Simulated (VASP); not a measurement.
Level of theory: PBE GGA, VASP's PBE PAW potentials (set 64) (plane waves; VASP 6.6.1).

VASP input:

### POSCAR
```
NaCl
1.0
  0.0000000000   2.8200000000   2.8200000000
  2.8200000000   0.0000000000   2.8200000000
  2.8200000000   2.8200000000   0.0000000000
Na Cl
1 1
Cart
  0.0000000000   0.0000000000   0.0000000000
  2.8200000000   2.8200000000   2.8200000000
```

**INCAR**
```
SYSTEM = NaCl
PREC = Accurate
ENCUT = 480
EDIFF = 1E-6
NELM = 100
ALGO = Normal
LREAL = .FALSE.
LASPH = .TRUE.
ISMEAR = 0
SIGMA = 0.05
GGA = PE
LWAVE = .FALSE.
LCHARG = .FALSE.
IBRION = 2
ISIF = 3
NSW = 60
EDIFFG = -0.01
```

### KPOINTS
```
kpoints
0
G
 7 7 7
```

POTCAR, in this order: Na_pv Cl (PBE.64 set). Program: vasp_std.

Output

**OUTCAR**
```
 ion  position               nearest neighbor table
   1  0.000  0.000  0.000-
   2  0.500  0.500  0.500-
  LATTYP: Found a face centered cubic cell.
 ALAT       =     5.6400000000
 Subroutine PRICEL returns:
 Original cell was already a primitive cell.
 Subroutine GETGRP returns: Found 48 space group operations
The static configuration has the point symmetry O_h .
The dynamic configuration has the point symmetry O_h .
 Subroutine INISYM returns: Found 48 space group operations
 Subroutine IBZKPT returns following result:
 Found     20 irreducible k-points:

 Following reciprocal coordinates:
            Coordinates               Weight
  0.000000  0.000000  0.000000      1.000000
  0.142857  0.000000  0.000000      8.000000
  0.285714  0.000000  0.000000      8.000000
  0.428571  0.000000  0.000000      8.000000
  0.142857  0.142857  0.000000      6.000000
  0.285714  0.142857  0.000000     24.000000
  0.428571  0.142857  0.000000     24.000000
 -0.428571  0.142857  0.000000     24.000000
 -0.285714  0.142857  0.000000     24.000000
 -0.142857  0.142857  0.000000     12.000000
  0.285714  0.285714  0.000000      6.000000
  0.428571  0.285714  0.000000     24.000000
 -0.428571  0.285714  0.000000     24.000000
 -0.285714  0.285714  0.000000     12.000000
  0.428571  0.428571  0.000000      6.000000
 -0.428571  0.428571  0.000000     12.000000
  0.428571  0.285714  0.142857     24.000000
 -0.428571  0.285714  0.142857     48.000000
 -0.428571  0.428571  0.142857     24.000000
 -0.285714  0.428571  0.142857     24.000000
   k-points           NKPTS =     20   k-points in BZ     NKDIM =     20   number of bands    NBANDS=     11
   number of dos      NEDOS =    301   number of ions     NIONS =      2
   total plane-waves  NPLWV =  21952
   dimension x,y,z NGX =    28 NGY =   28 NGZ =   28
...
```

### OSZICAR
```
       N       E                     dE             d eps       ncg     rms          rms(c)
DAV:   1     0.978974841295E+02    0.97897E+02   -0.70794E+03   440   0.122E+03
DAV:   2     0.163410016099E+01   -0.96263E+02   -0.89289E+02   505   0.273E+02
DAV:   3    -0.679984302583E+01   -0.84339E+01   -0.83840E+01   538   0.824E+01
DAV:   4    -0.696863666154E+01   -0.16879E+00   -0.16866E+00   505   0.128E+01
DAV:   5    -0.697259581550E+01   -0.39592E-02   -0.39589E-02   587   0.185E+00    0.215E+00
DAV:   6    -0.678028495349E+01    0.19231E+00   -0.38753E-01   509   0.419E+00    0.162E+00
DAV:   7    -0.676857763638E+01    0.11707E-01   -0.91359E-02   547   0.204E+00    0.109E+00
DAV:   8    -0.677425772104E+01   -0.56801E-02   -0.97664E-03   464   0.106E+00    0.251E-01
DAV:   9    -0.677419880942E+01    0.58912E-04   -0.18951E-04   542   0.135E-01    0.134E-01
DAV:  10    -0.677434711366E+01   -0.14830E-03   -0.31585E-04   455   0.161E-01    0.503E-02
DAV:  11    -0.677433928850E+01    0.78252E-05   -0.19367E-05   518   0.445E-02    0.887E-03
DAV:  12    -0.677433973559E+01   -0.44709E-06   -0.14181E-06   470   0.132E-02
   1 F= -.67743397E+01 E0= -.67743397E+01  d E =-.677434E+01
       N       E                     dE             d eps       ncg     rms          rms(c)
DAV:   1    -0.679158436292E+01   -0.17245E-01   -0.35318E-01   494   0.921E+00    0.810E-01
DAV:   2    -0.677870702128E+01    0.12877E-01   -0.21735E-02   494   0.158E+00    0.327E-01
DAV:   3    -0.677641698786E+01    0.22900E-02   -0.51921E-03   500   0.831E-01    0.155E-01
DAV:   4    -0.677614889206E+01    0.26810E-03   -0.14079E-04   636   0.151E-01    0.122E-02
DAV:   5    -0.677614452172E+01    0.43703E-05   -0.14057E-05   494   0.352E-02    0.736E-03
DAV:   6    -0.677614371896E+01    0.80276E-06   -0.88289E-07   255   0.159E-02
   2 F= -.67761437E+01 E0= -.67761437E+01  d E =-.180398E-02
       N       E                     dE             d eps       ncg     rms          rms(c)
DAV:   1    -0.678568221261E+01   -0.95377E-02   -0.20612E-01   494   0.700E+00    0.621E-01
DAV:   2    -0.677813612860E+01    0.75461E-02   -0.12821E-02   494   0.120E+00    0.249E-01
DAV:   3    -0.677680604619E+01    0.13301E-02   -0.30130E-03   500   0.631E-01    0.118E-01
DAV:   4    -0.677664560571E+01    0.16044E-03   -0.81468E-05   617   0.116E-01    0.937E-03
DAV:   5    -0.677664296669E+01    0.26390E-05   -0.82002E-06   482   0.276E-02    0.561E-03
DAV:   6    -0.677664241264E+01    0.55404E-06   -0.50566E-07   220   0.120E-02
   3 F= -.67766424E+01 E0= -.67766424E+01  d E =-.230268E-02
```

**OUTCAR**
```
------------------------ aborting loop because EDIFF is reached ----------------------------------------
  FORCE on cell =-STRESS in cart. coord.  units (eV):
  Direction    XX          YY          ZZ          XY          YZ          ZX
  --------------------------------------------------------------------------------------
  Total        0.0106900      0.0106900      0.0106900      0.0000000      0.0000000     -0.0000000
  in kB        0.3729815      0.3729815      0.3729815      0.0000000      0.0000000     -0.0000000
  external PRESSURE =       0.3729815 kB  Pullay stress =       0.0000000 kB
  volume of cell :       45.92
      direct lattice vectors                 reciprocal lattice vectors
     0.000000000  2.842215463  2.842215463    -0.175919105  0.175919105  0.175919105
     2.842215463  0.000000000  2.842215463     0.175919105 -0.175919105  0.175919105
     2.842215463  2.842215463 -0.000000000     0.175919105  0.175919105 -0.175919105
  FREE ENERGIE OF THE ION-ELECTRON SYSTEM (eV)
  ---------------------------------------------------
  free  energy   TOTEN  =        -6.7766424126 eV

  energy  without entropy=       -6.7766424126  energy(sigma->0) =       -6.77664241

 reached required accuracy - stopping structural energy minimisation
```
(Selected blocks of OUTCAR.)

File CONTCAR:
```
NaCl
   1.00000000000000
     0.0000000000000000    2.8422154628522707    2.8422154628522707
     2.8422154628522707    0.0000000000000000    2.8422154628522707
     2.8422154628522707    2.8422154628522707   -0.0000000000000000
  Na              Cl
     1     1
Direct
     0.0000000000000000    0.0000000000000000    0.0000000000000000
     0.5000000000000000    0.5000000000000000    0.5000000000000000
```

Energy and stress use the plane-wave basis of the starting cell.

The compound is NaCl in the rock salt structure. This run relaxes it. Symmetry was kept, so distortions that lower it aren't found.
